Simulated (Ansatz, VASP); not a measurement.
**Si90N119 (V_N) in two plane-wave programs**

Wanted: the spread between two codes on one cell, functional and k mesh. The cell is taken from a series of runs on this material, whose earlier steps may have relaxed, scaled, displaced or heated it; both programs get it as it stands.

Main program and level: Ansatz 0.2.0; plane waves, with VASP 6.6.1 beside it; single point at PBEsol.

## 1. Set-up

The cell holds 209 atoms: 90 Si and 119 N. Cell: a = 13.206 Å, b = 13.206 Å, c = 14.551 Å, α = 90.0°, β = 90.0°, γ = 120.0°. It derives from Si3N4 (Si3N4 (P6_3/m)). Nearest the centre at fractional (0.576, 0.453, 0.550): Si53 at 1.73 Å, Si71 at 1.73 Å, Si50 at 1.82 Å, N140 at 2.76 Å, N159 at 2.78 Å, N182 at 2.78 Å, N152 at 2.78 Å, N175 at 2.78 Å. The cell carries charge +1.

## 2. Ansatz: single point, PBEsol

Ansatz runs on its PAW soft_1 files.

A single point gives forces, pressure and levels at one fixed geometry, so differences don't come from the geometry; what else differs is listed under the comparison.

Contents of input.yaml:

```yaml
crystal:
  checkpoint: "../qp1.relax.run"
  host: checkpoint
total_charge: 1
basis:
  ecutwfc: 420
  xc_grid: 2
hamiltonian:
  xc: pbesol
  pseudopotentials: { kind: paw, azcp: { folder: soft_1 }, xc_functional: pbe }
kpoints:
  mp_grid: { grid: [1, 1, 1] }
scf:
  occupations: { method: fixed }
  max_iter: 60
output:
  forces: true
  charged_corrections:
    epsilon: [4.29, 4.29, 4.37]
    static_epsilon: [8.29, 8.29, 8.25]
    defect_position: [0.576408, 0.453209, 0.55]
  eigenvalues: true
checkpoint:
  read: "../qp1.relax.run"
  write: "../qp1.gamma.run"
  compress: false
  write_wavefunctions: false
  write_every: 100000
```

Command:

```console
$ ansatz run input.yaml --threads 32 --pin off --max-ram 84787MiB --backend cuda --events-out ev --progress --plain --runs-dir out --max-vram 78GiB
```

Numbers of over 12 decimals in the logs are rounded to 6 here.

The log of the run:

```text
crystal.checkpoint: the structure is that of <dir>, a `relax` run, at its step 6: its result, under pbesol at a charge of 1 e; 209 atoms read, 0 with a starting moment; crystal.structure_sha256 for this input is
Engine: ansatz 0.2.0, aarch64-unknown-linux-gnu
Pseudopotentials: kind: paw
Pseudopotential: Si, paw, valence charge 4, recommended cutoff 420 eV (normal), soft_1/Si.paw.azcp
Pseudopotential: N, paw, valence charge 5, recommended cutoff 420 eV (normal), soft_1/N.paw.azcp
Functional definition: PBEsol
  exchange = pbesol_x
  correlation = pbesol_c
device memory: the entry about to start is reckoned to put 6.5 GiB on a device that reports 178.6 GiB free (of which the cap on the GPU budget leaves the run 78.0 GiB)
GPU FFT provider: cuFFT
GPU libraries: cuBLAS 13.8.1, cuFFT 12.4.0, cuSOLVER 12.3.2
GPU matrix products: emulated (plane waves: as basis.precision tells), large ones in fixed point in workspaces of 1.00 GiB
Crystal: 209 atoms, lattice volume = 2197.712 Å³
Basis set: ecut = 420 eV, 42889 PW (Γ), exchange–correlation on 180×180×200 points (8 copies of the dense FFT grid, shifted against one another)
Bands: 686, of which v1, the nominal top of the filled ones, is band 477 counted from 1 (476 counted from 0)
Symmetry: 1 space group operations
Space group: P1 (ITA 1), of the structure as read, at distance tolerance 1.3e-4 Å
k-points: 1
Non-local potential: Si, projectors of the file, l = 0: 2, l = 1: 2, l = 2: 1
Non-local potential: N, projectors of the file, l = 0: 2, l = 1: 2, l = 2: 1
PAW form: soft (Blöchl's): semilocal exchange-correlation on the pseudo side does not see the compensation charge
PAW frozen core: Si, regenerated for the run's functional, and the local potential with it (the file was generated under x = pbe(κ = 0.804, μ = 0.219515), c = pbe(β = 0.066725))
PAW frozen core: N, regenerated for the run's functional, and the local potential with it (the file was generated under x = pbe(κ = 0.804, μ = 0.219515), c = pbe(β = 0.066725))
PAW one-centre angular grid: Si, 110 points (default); XC on 64 Gauss nodes
PAW one-centre angular grid: N, 110 points (default); XC on 64 Gauss nodes
Initial density: read from a saved state, or passed on in memory by an earlier SCF of this step, an earlier step, the calling program or the single point that the run made first
Stability of the state it starts from, as read at its close in the unpolarized treatment: not read negative (Ritz values of 1 − χ₀K, real part plus size of imaginary part, from 1.1 to 1.6, by its mixing steps under no symmetry)
Initial wavefunctions: pseudopotential atomic-orbital guess — the wavefunctions supplied were not used: wavefunction packing (Γ-real/complex/spinor) differs
GPU buffer pool allocated for 810000 grid points (all kernels)
GPU transforms: local potential and band sums: pruned to the plane-wave sphere, on 90×90×100
Functional: x = pbesol(κ = 0.804, μ = 0.123457), c = pbesol(β = 0.046)
iter 1 solved again at ethr=2.05e-7 eV; its pass at ethr=3.10e-3 eV (dr2=1.96e-3 eV) is discarded
SCF iter   1: F=—  HF=-101233.091203 eV  |Δ(HF+E_count)|=         —  Δρ=1.64e-4  dr2=4.04e-4  Hψ=4536
preconditioner: auto → Resta (q_TF=auto, 2.374 Å⁻¹)  ε∞=4.0  [insulator: Δε(μ)=2.321 eV  Ē_g=14.149 eV  n_scr=502 (ndim 8)  ℏωp=24.5 eV  f_vac=0.035  ε∞_Penn≈4.0]
SCF iter   2: F=—  HF=-101233.091125 eV  |Δ(HF+E_count)|=   7.75e-5  Δρ=7.92e-5  dr2=6.95e-5  Hψ=915
SCF iter   3: F=—  HF=-101233.090000 eV  |Δ(HF+E_count)|=   1.13e-3  Δρ=2.61e-5  dr2=1.17e-5  Hψ=1040
SCF iter   4: F=—  HF=-101233.089999 eV  |Δ(HF+E_count)|=   6.19e-7  Δρ=5.08e-6  dr2=6.57e-7  Hψ=915
SCF iter   5: F=—  HF=-101233.090000 eV  |Δ(HF+E_count)|=   2.79e-7  Δρ=2.35e-6  dr2=1.44e-7  Hψ=4954
SCF iter   6: F=-101233.090000 eV  HF=-101233.090000 eV  |Δ(HF+E_count)|=   1.48e-7  Δρ=6.44e-7  dr2=1.93e-8  Hψ=1913
SCF 1 converged in 6 iterations: F = -101233.090000 eV  dr2 = 1.93e-8
  greatest PAW one-centre occupation: 0.792 electrons in one spin orbital (limit 2), on the N atom at site 148 (counted from 0), in its partial waves of l = 0
SCF converged after 6 iterations
Free energy (F): -101233.090000 eV
Harris-Foulkes:  -101233.090000 eV  (|F-HF|=2.75e-8)
Internal energy: -101233.090000 eV  (E = F + TS)
E sigma→0 (E₀):  -101233.090000 eV
Fermi energy:    8.080798 eV
--- Per-component energies (eV) ---
  E_band       = 767.439847
  E_kinetic    = 19759.603856
  E_local      = -30460.929323  (includes V_loc(G=0)·N_el)
  E_nonlocal   = 6079.237753
  E_hartree    = 10744.183303
  E_xc         = -12215.980818
  E_vxc        = -13458.352681  (∫ρ·V_xc dr)
  E_paw        = -59532.698387  (= ΣΔE_a)
  E_vpaw       = -2640.580707  (= ΣTr[D̂ρ^β])
  E_aug_tail   = 0.106631  (compensation charges beyond the density's cutoff)
  E_ewald      = -35612.797236
  E_core_change = 6.184222  (= ΣΔE_core)
  E_smearing   = -0.000000  (= −TS)
  E_closure    = -0.000000  (closes the sum)
  E_deformation_potential = 16.228192  (in the stress; not in F)
  Σ components = -101233.090000   (vs F -101233.090000, Δ=0.00e0)
--- Forces (eV/Å), atoms counted from 1 ---
  atom   1  Si     0.00170968     0.00364976    -0.00164310
  atom   2  Si    -0.00010548     0.00195782    -0.00013104
  atom   3  Si     0.00224673     0.00340637    -0.00107736
  atom   4  Si    -0.00289617     0.00284796     0.00050560
  atom   5  Si    -0.00465219     0.00364773     0.00006950
  atom   6  Si    -0.00095833     0.00233402    -0.00003722
  [... 203 more lines of this table ...]
  max |Σ_I F_I| component: 6.34e-6 eV/Å
--- Charged-cell corrections in eV (Makov–Payne, q = +1.000 e, ε = [4.290, 4.290, 4.370] of the electrons, [8.290, 8.290, 8.250] with the ions) ---
  F (periodic)     = -101233.090000  (uncorrected; the corrections below are reported, never added to it)
  E_corr1          = +0.363763  (monopole, q²α_M/2ε̄L, of the cell on which ε is isotropic)
  F Makov-Payne    = n/a  (the rows are of the electrons' constant alone; ansatz place-levels tells what screens the charge)
  no potential alignment in this run, which stands beside a crystal: run the host's input off ansatz write-host-input, and read the two finished runs by ansatz place-levels (neither reads a slab, a wire or a sheet, whose cell leaves a vacuum)
--- Band table (eV) ---
  k-point 0: bands = ["-10.0713", "-9.6010", "-9.5878", "-9.4854", "-9.4323", "-9.4235", "-9.4048", "-9.2312", "-9.2226", "-9.0258", "-9.0144", "-9.0087", "-8.9759", "-8.9718", "-8.9681", "-8.9635", "
```

The column dr2 measures how far the density is from self-consistency, as an energy; F and HF (Harris–Foulkes) agree once it is small.

## 3. VASP: single point, PBEsol

The same cell, functional and mesh now go to VASP, with its own data sets.

Lines of VASP's logs that name or quote its potential files are left out, and so is its time.

Contents of INCAR:

```
SYSTEM = Si90N119
PREC = Accurate
ENCUT = 520
EDIFF = 1E-06
NELM = 120
ISMEAR = 0
SIGMA = 0.01
LREAL = Auto
ALGO = Normal
GGA = PS
NELECT = 954
NBANDS = 623
LORBIT = 11
LWAVE = .FALSE.
LCHARG = .FALSE.
ISIF = 2
LASPH = .TRUE.
GGA_COMPAT = .FALSE.
EFERMI = MIDGAP
```

Contents of POSCAR:

```
Si90N119
1.0
   11.4366837151      6.6029724215      0.0000000000
  -11.4366837151      6.6029724215      0.0000000000
    0.0000000000      0.0000000000     14.5512817439
Si N
90 119
Direct
    0.0193000000      0.8066000000      0.1500700000
    0.3528000000      0.4732500000      0.1499600000
[... 17 atom lines left out ...]
    0.3529600000      0.4731700000      0.3498200000
[... 9 atom lines left out ...]
    0.8590900000      0.5450300000      0.3500300000
[... 1 atom line left out ...]
    0.4538600000      0.3144300000      0.3494500000
[... 2 atom lines left out ...]
    0.6471500000      0.5274300000      0.2501800000
[... 2 atom lines left out ...]
    0.3526000000      0.4754200000      0.5500500000
[... 2 atom lines left out ...]
    0.5456300000      0.6869100000      0.4500700000
[... 2 atom lines left out ...]
    0.4748400000      0.1195300000      0.4500100000
    0.8070300000      0.7873800000      0.4503300000
    0.1933200000      0.2132100000      0.5500500000
[... 1 atom line left out ...]
    0.8611300000      0.5457000000      0.5500500000
[... 1 atom line left out ...]
    0.4476800000      0.3072700000      0.5500500000
[... 2 atom lines left out ...]
    0.6468700000      0.5272000000      0.4511900000
[... 2 atom lines left out ...]
    0.3529700000      0.4731700000      0.7502800000
[... 2 atom lines left out ...]
    0.5456400000      0.6869200000      0.6500300000
[... 2 atom lines left out ...]
    0.4748400000      0.1195300000      0.6500800000
    0.8070300000      0.7874000000      0.6497800000
[... 2 atom lines left out ...]
    0.8590700000      0.5450400000      0.7500600000
[... 1 atom line left out ...]
    0.4538700000      0.3144400000      0.7506400000
[... 2 atom lines left out ...]
    0.6468500000      0.5272100000      0.6488700000
[... 17 atom lines left out ...]
    0.6471500000      0.5274400000      0.8499100000
[... 26 atom lines left out ...]
    0.3335000000      0.3332400000      0.3508000000
[... 3 atom lines left out ...]
    0.6665400000      0.6669800000      0.2509800000
[... 7 atom lines left out ...]
    0.4571600000      0.2434900000      0.2503400000
[... 6 atom lines left out ...]
    0.7858100000      0.5428700000      0.2504100000
[... 1 atom line left out ...]
    0.5761300000      0.4536100000      0.3512500000
[... 1 atom line left out ...]
    0.9998900000      0.6666600000      0.5500500000
    0.3354000000      0.3359800000      0.5500500000
[... 3 atom lines left out ...]
    0.6657400000      0.6660000000      0.4516800000
    0.2136900000      0.4572600000      0.5500500000
    0.5480100000      0.1232800000      0.5500500000
    0.8798500000      0.7888900000      0.5500600000
[... 1 atom line left out ...]
    0.4250700000      0.5461100000      0.4502900000
[... 2 atom lines left out ...]
    0.4609300000      0.2458100000      0.4506300000
[... 1 atom line left out ...]
    0.2132700000      0.0926100000      0.5500500000
    0.5423400000      0.7568900000      0.5500500000
    0.8775800000      0.4234000000      0.5500500000
[... 2 atom lines left out ...]
    0.7838500000      0.5399900000      0.4515400000
[... 3 atom lines left out ...]
    0.3335000000      0.3332400000      0.7493000000
[... 3 atom lines left out ...]
    0.6657600000      0.6660400000      0.6484600000
[... 4 atom lines left out ...]
    0.4250900000      0.5461100000      0.6498000000
[... 2 atom lines left out ...]
    0.4609200000      0.2457900000      0.6494700000
[... 6 atom lines left out ...]
    0.7838300000      0.5400000000      0.6485400000
[... 1 atom line left out ...]
    0.5761300000      0.4536200000      0.7488400000
[... 14 atom lines left out ...]
    0.4571600000      0.2434900000      0.8497500000
[... 6 atom lines left out ...]
    0.7858000000      0.5428700000      0.8496800000
[... 2 atom lines left out ...]
    0.9098700000      0.1200500000      0.9499900000
```

Contents of KPOINTS:

```
Automatic mesh
0
Gamma
1 1 1
0 0 0
```

Potentials, in the order of the species: Si and N (PBE family, release 64).

Command:

```console
$ export OMP_NUM_THREADS=3
$ mpirun -np 1 vasp_gam
```

The log of the run:

```text
[banner, memory and clock lines left out]
running    1 mpi-ranks, on    1 nodes
[...]
Offloading initialized ...    1 GPUs detected
[...]
|                                                                             |
|               ----> ADVICE to this user running VASP <----                  |
|                                                                             |
|     You enforced a specific xc type in the INCAR file but a different       |
|     [... a line on the potential file left out ...]
|     I HOPE YOU KNOW WHAT YOU ARE DOING!                                     |
|                                                                             |

 LDA part: xc-table for (Slater+PW92), standard interpolation
 POSCAR, INCAR and KPOINTS ok, starting setup
[...]
entering main loop
       N       E                     dE             d eps       ncg     rms          rms(c)
DAV:   1     0.829292455191E+04    0.82929E+04   -0.53014E+05  1262   0.151E+03
DAV:   2    -0.965735290521E+03   -0.92587E+04   -0.87081E+04  1780   0.354E+02
DAV:   3    -0.200255741840E+04   -0.10368E+04   -0.10262E+04  1452   0.121E+02
DAV:   4    -0.203478946206E+04   -0.32232E+02   -0.32091E+02  1556   0.221E+01
DAV:   5    -0.203558648591E+04   -0.79702E+00   -0.79566E+00  1500   0.360E+00BRMIX: very serious problems
 the old and the new charge density differ
 old charge density:   955.00000 new  954.00000
    0.111E+02
DAV:   6    -0.180526292207E+04    0.23032E+03   -0.87409E+02  1444   0.314E+01    0.506E+01
DAV:   7    -0.180169059015E+04    0.35723E+01   -0.41955E+01  1548   0.726E+00    0.233E+01
DAV:   8    -0.180021703031E+04    0.14736E+01   -0.30032E+00  1484   0.233E+00    0.781E+00
DAV:   9    -0.180001213053E+04    0.20490E+00   -0.53639E-01  1524   0.997E-01    0.117E+00
[...]
DAV:  16    -0.180004142182E+04   -0.27807E-04   -0.21587E-05  1460   0.454E-03    0.496E-03
DAV:  17    -0.180004142776E+04   -0.59473E-05   -0.78512E-06  1268   0.281E-03    0.211E-03
DAV:  18    -0.180004142765E+04    0.11529E-06   -0.59317E-07  1004   0.104E-03
   1 F= -.18000414E+04 E0= -.18000414E+04  d E =0.000000E+00
```

From OUTCAR (step 3):

```text
  FREE ENERGIE OF THE ION-ELECTRON SYSTEM (eV)
  ---------------------------------------------------
  free  energy   TOTEN  =     -1800.0414276489 eV

  energy  without entropy=    -1800.0414276489  energy(sigma->0) =    -1800.04142765
```

The run ends at a pressure of -0.75 GPa, with forces up to 0.027 eV/Å.

## 4. Comparison

Known differences besides the potentials themselves: fixed occupations in Ansatz, narrow Gaussian smearing in VASP; the cutoff is 420 eV in Ansatz and 520 eV in VASP (PREC = Accurate, projectors in real space); Ansatz makes its cores anew for this functional, VASP keeps those of its PBE data sets. Total energies have different zeros and are not compared.

The two programs side by side:

| quantity | Ansatz | VASP | difference |
| --- | --- | --- | --- |
| gap on the k mesh (eV) | 2.318 | 2.294 | +0.025 |

At this near-relaxed geometry the largest component of a force difference is 23 meV/Å. A gap on the mesh is an upper bound, since the band edges may lie between its points. The cell carries a charge of +1 e against a uniform background, so its pressure also hangs on how the neutralising background is counted, and in a defect's cell a gap may be the spacing between its levels.

## 5. What came out

* difference in gap on the k mesh (single point, PBEsol): 0.025 eV

**Reading.** The difference in gap on the k mesh is 0.025 eV (single point, PBEsol), within the 0.08 eV picked in this series as the mark of a large difference. Such differences can come from data sets, numerical settings and the points named under the comparisons, not from the functional's error against experiment.

[Lines on the potential files, build, host, timing and source positions are cut from VASP's logs without a mark.]

[Logs are printed without paths, hosts, clocks, repeated set-up lines and the standing remarks that a program may print on its own settings, such as how far it seeks lower states.]

[Hosts, paths, dates, database ids (printed as entryN), source tags and the programs' standing remarks are cut or masked in the printed files.]
